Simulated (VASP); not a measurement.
**Cu (space group P6_3/mmc): computed properties**

The numbers are results of r2SCAN meta-GGA, VASP's PBE PAW potentials (set 64) (plane waves; VASP 6.6.1), not measurements.

- space group: P6_3/mmc (194)
- cell: a = 2.519 Å, b = 2.519 Å, c = 4.162 Å, α = 90.00°, β = 90.00°, γ = 120.00°
- volume per atom: 11.44 Å³/atom
- band gap (over mesh and band path): none (metal, semimetal or under 0.01 eV)
- band gap with spin-orbit coupling: none (metallic)
- density: 9.23 g/cm³

Space group P6₃/mmc (No. 194); a = b = 2.519 Å, c = 4.162 Å, α = β = 90.00°, γ = 120.00°

```json
[
 {"atom": "Cu", "site": "2c", "symmetry": "-6m2", "x": "0.3333", "y": "0.6667", "z": "0.2500"}
]
```

The structure comes from a computed database's Cu entry (P6_3/mmc); how it stands against other phases isn't given here. It was relaxed first. Symmetry was kept, so distortions that lower it aren't found.
